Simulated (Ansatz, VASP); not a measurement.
# B2Ru: VASP beside Ansatz

One calculation is typed for both programs; each brings its own data sets. How far apart do they land? The cell is taken from a series of runs on this material, whose earlier steps may have relaxed, scaled, displaced or heated it; both programs get it as it stands.

Method: plane waves, with VASP 6.6.1 beside it; zone-centre phonons at PBEsol, in Ansatz 0.2.0.

**1. Starting point**

The structure is orthorhombic, space group Pmmn (No. 59). The conventional cell has a = 2.852 Å, b = 4.625 Å, c = 4.023 Å, α = 90.00°, β = 90.00°, γ = 90.00°. Nearest to B lie 3 B at 1.82 to 1.87 Å and 4 Ru at 2.16 to 2.26 Å. Ru has 8 B at 2.16 to 2.26 Å nearest. Farther neighbours are not listed.

**2. Ansatz: zone-centre phonons, PBEsol**

Ansatz runs on its PAW soft_1 files.

Second derivatives magnify differences that forces hide, and they need a tight electronic threshold.

The input, input.yaml:

```yaml
crystal:
  lattice:
    - [2.8518505309, 0.0, 0.0]
    - [0.0, 4.6246575757, 0.0]
    - [0.0, 0.0, 4.0226474864]
  atoms:
    - { symbol: B, position: [0.0, 0.8035467301, 0.3625743075] }
    - { symbol: B, position: [0.0, 0.1964532699, 0.3625743075] }
    - { symbol: B, position: [0.5, 0.3035467301, 0.6374256925] }
    - { symbol: B, position: [0.5, 0.6964532699, 0.6374256925] }
    - { symbol: Ru, position: [0.0, 0.0, 0.8487661142] }
    - { symbol: Ru, position: [0.5, 0.5, 0.1512338858] }
kpoints:
  mp_grid: { grid: [12, 8, 12] }
hamiltonian:
  xc: pbesol
  pseudopotentials: { kind: paw, azcp: { folder: soft_1 }, xc_functional: pbe }
scf:
  occupations: { method: methfessel_paxton, width: 0.2 }
output:
  eigenvalues: true
phonons:
  method: dfpt
```

The run is started by

```sh
$ ansatz run input.yaml --threads 16 --pin off --max-ram 61440MiB --backend cuda --events-out ev --progress --plain --runs-dir out
```

Numbers of over 12 decimals in the logs are rounded to 6 here.

Log:

```text
zone centre: on kpoints.mp_grid the ground state, and the responses unless they are solved on pairs of k-points, stand on 350 of the mesh's 1152 k-points, reduced under 2 symmetry operations, with k and −k counted as one. Each operation leaves every solved displacement unchanged or reverses it
Engine: ansatz 0.2.0, aarch64-unknown-linux-gnu
Pseudopotentials: kind: paw
Pseudopotential: B, paw, valence charge 3, recommended cutoff 420 eV (normal), soft_1/B.paw.azcp
Pseudopotential: Ru, paw, valence charge 16, recommended cutoff 420 eV (normal), soft_1/Ru.paw.azcp
Functional definition: PBEsol
  exchange = pbesol_x
  correlation = pbesol_c
device memory: the entry about to start is reckoned to put 9.6 GiB on a device that reports 182.5 GiB free
GPU FFT provider: cuFFT
GPU libraries: cuBLAS 13.8.1, cuFFT 12.4.0, cuSOLVER 12.3.2
GPU matrix products: emulated (plane waves: as basis.precision tells), large ones in fixed point in workspaces of 1.00 GiB
Crystal: 6 atoms, lattice volume = 53.054 Å³
Basis set: ecut = 420 eV, 1043 PW (Γ), exchange–correlation on 40×64×54 points (8 copies of the dense FFT grid, shifted against one another)
Bands: 28, of which v1, the nominal top of the filled ones, is band 22 counted from 1 (21 counted from 0)
Symmetry: 8 space group operations
k-points: 350 of 1152 (irreducible under 2 space group operations, time reversal used)
Non-local potential: B, projectors of the file, l = 0: 2, l = 1: 2, l = 2: 1
Non-local potential: Ru, projectors of the file, l = 0: 3, l = 1: 2, l = 2: 2, l = 3: 1
PAW form: soft (Blöchl's): semilocal exchange-correlation on the pseudo side does not see the compensation charge
PAW frozen core: B, regenerated for the run's functional, and the local potential with it (the file was generated under x = pbe(κ = 0.804, μ = 0.219515), c = pbe(β = 0.066725))
PAW frozen core: Ru, regenerated for the run's functional, and the local potential with it (the file was generated under x = pbe(κ = 0.804, μ = 0.219515), c = pbe(β = 0.066725))
PAW one-centre angular grid: B, 110 points (default); XC on 64 Gauss nodes
PAW one-centre angular grid: Ru, 590 points (default); XC on 64 Gauss nodes
Initial density: superposition of atomic densities (chi_scale 0.1, normalization cell, long waves kept (reshape's long-wave potential 0.00 eV rms))
Initial wavefunctions: pseudopotential atomic-orbital guess
GPU buffer pool allocated for 17280 grid points (all kernels)
GPU transforms: local potential and band sums: pruned to the plane-wave sphere, on 20×32×27
Functional: x = pbesol(κ = 0.804, μ = 0.123457), c = pbesol(β = 0.046)
SCF iter   1: F=—  HF=-12252.537133 eV  |F-HF|=—  |Δ(HF+E_count)|=         —  Δρ=2.01e-1  dr2=3.52e1  ethr=3.10e-3  ⟨swp⟩=5.1  Hψ=39051  notcnv=0
preconditioner: auto → Kerker (q_TF=auto, 2.645 Å⁻¹)  [metal: Δε(μ)=0.003 eV  Ē_g=9.081 eV  σ=0.200 eV  W_gap=0.01  n_scr=14 (ndim 8)  ℏωp=27.0 eV  f_vac=0.000  D(μ)=2.43/eV (n_scr^D=20)]
SCF iter   2: F=—  HF=-12247.271215 eV  |F-HF|=—  |Δ(HF+E_count)|=    5.27e0  S|Δr|=    0.00e0  Δρ=9.58e-2  dr2=8.56e0  ethr=3.10e-3  ⟨swp⟩=2.7  Hψ=22341  notcnv=0
SCF iter   3: F=—  HF=-12245.709067 eV  |F-HF|=—  |Δ(HF+E_count)|=    1.56e0  S|Δr|=    0.00e0  Δρ=1.42e-2  dr2=8.78e-2  ethr=3.10e-3  ⟨swp⟩=2.7  Hψ=19356  notcnv=0
SCF iter   4: F=—  HF=-12245.691012 eV  |F-HF|=—  |Δ(HF+E_count)|=   1.81e-2  S|Δr|=    0.00e0  Δρ=5.13e-3  dr2=2.46e-2  ethr=2.00e-4  ⟨swp⟩=2.0  Hψ=19810  notcnv=0
SCF iter   5: F=—  HF=-12245.686904 eV  |F-HF|=—  |Δ(HF+E_count)|=   4.11e-3  S|Δr|=    0.00e0  Δρ=1.16e-3  dr2=8.19e-4  ethr=5.59e-5  ⟨swp⟩=2.1  Hψ=13204  notcnv=0
SCF iter   6: F=—  HF=-12245.686773 eV  |F-HF|=—  |Δ(HF+E_count)|=   1.31e-4  S|Δr|=    0.00e0  Δρ=2.48e-4  dr2=4.27e-5  ethr=1.86e-6  ⟨swp⟩=2.2  Hψ=13610  notcnv=0
SCF iter   7: F=—  HF=-12245.686700 eV  |F-HF|=—  |Δ(HF+E_count)|=   7.23e-5  S|Δr|=    0.00e0  Δρ=3.27e-5  dr2=7.48e-7  ethr=9.71e-8  ⟨swp⟩=2.3  Hψ=13734  notcnv=0
SCF iter   8: F=—  HF=-12245.686818 eV  |F-HF|=—  |Δ(HF+E_count)|=   1.17e-4  S|Δr|=    0.00e0  Δρ=5.36e-6  dr2=1.61e-8  ethr=1.70e-9  ⟨swp⟩=2.2  Hψ=14476  notcnv=0
SCF iter   9: F=—  HF=-12245.686818 eV  |F-HF|=—  |Δ(HF+E_count)|=   1.77e-9  S|Δr|=    0.00e0  Δρ=9.39e-7  dr2=3.98e-10  ethr=3.66e-11  ⟨swp⟩=2.2  Hψ=14968  notcnv=0
SCF iter  10: F=—  HF=-12245.686818 eV  |F-HF|=—  |Δ(HF+E_count)|=  7.28e-12  S|Δr|=    0.00e0  Δρ=2.03e-7  dr2=2.27e-11  ethr=1.00e-12  ⟨swp⟩=2.3  Hψ=16091  notcnv=0
SCF iter  11: F=-12245.686818 eV  HF=-12245.686818 eV  |F-HF|=3.64e-12  |Δ(HF+E_count)|=  3.64e-12  S|Δr|=    0.00e0  Δρ=5.41e-8  dr2=1.38e-12  ethr=1.00e-12  ⟨swp⟩=5.0  Hψ=40017  notcnv=0
SCF 1 converged in 11 iterations: F = -12245.686818 eV  dr2 = 1.38e-12
  greatest PAW one-centre occupation: 1.000 electrons in one spin orbital (limit 2), on the Ru atom at site 5 (counted from 0), in its partial waves of l = 0
device memory: the entry about to start is reckoned to put 0.1 GiB (of the 0.2 GiB reckoned in all, the device holds 0.2 GiB already) on a device that reports 182.3 GiB free
device memory: the entry about to start is reckoned to put 5.0 GiB on a device that reports 182.3 GiB free
NSCF: frozen V_eff on 245 k-points, pencils in batches of 32, up to order 112
device memory: the entry about to start is reckoned to put 5.0 GiB on a device that reports 182.3 GiB free
NSCF: frozen V_eff on 245 k-points
device memory: the entry about to start is reckoned to put 7.3 GiB (of the 7.4 GiB reckoned in all, the device holds 0.1 GiB already) on a device that reports 182.2 GiB free
DFPT response loops at q = (0, 0, 0) (fractional): preconditioner auto → Kerker (q_TF=auto, 2.645 Å⁻¹) (partly filled bands, converged f_vac=0.000); β = 1.00, the filter's whole step (`scf.mixing.beta` (0.50) is not read by the response loops under this deck's `scf.mixing.preconditioner`; to damp them name `kerker` or `kerker_dos`, under which they read `scf.mixing.beta`, and type it under 1.00, their step now; both keys bind the ground state too); Anderson in place of MSR1; while a model of the screening serves, it and β = 1 on shorter waves in the place of filter and β
SCF converged after 11 iterations
Stability not checked: this state was not tested for a lower state beside it, because cold or Methfessel-Paxton smearing, or corrected tetrahedra, fill the levels in a way that the test cannot read (fill_not_monotonic; see scf.lower_state_search)
Free energy (F): -12245.686818 eV
Harris-Foulkes:  -12245.686818 eV  (|F-HF|=3.64e-12)
Internal energy: -12245.688776 eV  (E = F + TS)
E sigma→0 (E₀):  -12245.687307 eV
Entropy (-TS):   0.001958 eV (0.326 meV/atom)
Fermi energy:    17.795185 eV
--- Per-component energies (eV) ---
  E_band       = -187.740745
  E_kinetic    = 1122.308019
  E_local      = -3394.639162  (includes V_loc(G=0)·N_el)
  E_nonlocal   = 859.321284
  E_hartree    = 1198.547806
  E_xc         = -471.581981
  E_vxc        = -587.019144  (∫ρ·V_xc dr)
  E_paw        = -7180.682065  (= ΣΔE_a)
  E_vpaw       = -584.808491  (= ΣTr[D̂ρ^β])
  E_aug_tail   = 0.001177  (compensation charges beyond the density's cutoff)
  E_ewald      = -4379.529291
  E_core_change = 0.565437  (= ΣΔE_core)
  E_smearing   = 0.001958  (= −TS)
  E_closure    = 0.000000  (closes the sum)
  Σ components = -12245.686818   (vs F -12245.686818, Δ=0.00e0)
--- Band table (eV; the first three rows and the last of 350) ---
  k-point 0: bands = [... 18 lower, 14.7296, 15.6110, 15.9748, 16.6004, 17.8125, 19.6435, 21.8888, 21.9992, ... 2 higher]
  k-point 1: bands = [... 18 lower, 14.6745, 15.6802, 15.9997, 16.5393, 17.9679, 19.5675, 21.8507, 21.9901, ... 2 higher]
  k-point 2: bands = [... 18 lower, 14.4892, 15.7541, 16.0183, 16.3646, 18.4051, 19.2236, 21.5195, 21.9669, ... 2 higher]
  k-point 349: bands = [... 18 lower, 14.6070, 14.6070, 15.2371, 15.2371, 18.7318, 18.7318, 18.8683, 18.8683, ... 2 higher]
--- Phonons (Γ-DFPT): 6 representative perturbations + reference (Σ response iterations 30) ---
  ASR residual: 9.182e-6 → 0.000e0 eV/Å²; symmetrization residual: 2.990e-10 eV/Å²
  ASR residual per site (eV/Å²): 8.29e-6 8.29e-6 8.29e-6 8.29e-6 9.18e-6 9.18e-6
  Γ frequencies (cm⁻¹): 0.00 0.00 0.00 136.29 214.46 281.09 429.77 438.83 456.03 554.57 573.54 642.76 655.08 672.24 677.21 701.63 703.93 835.37
  non-analytic LO–TO correction: not included (Born effective charges unavailable; polar crystals: no LO–TO splitting at Γ)
```

The column dr2 measures how far the density is from self-consistency, as an energy; F and HF (Harris–Foulkes) agree once it is small.

[end of part 1 of 3]

[Lines on the potential files, build, host, timing and source positions are cut from VASP's logs without a mark.]

[Logs are printed without paths, hosts, clocks, repeated set-up lines and the standing remarks that a program may print on its own settings, such as how far it seeks lower states.]

[Hosts, paths, dates, database ids (printed as entryN), source tags and the programs' standing remarks are cut or masked in the printed files.]
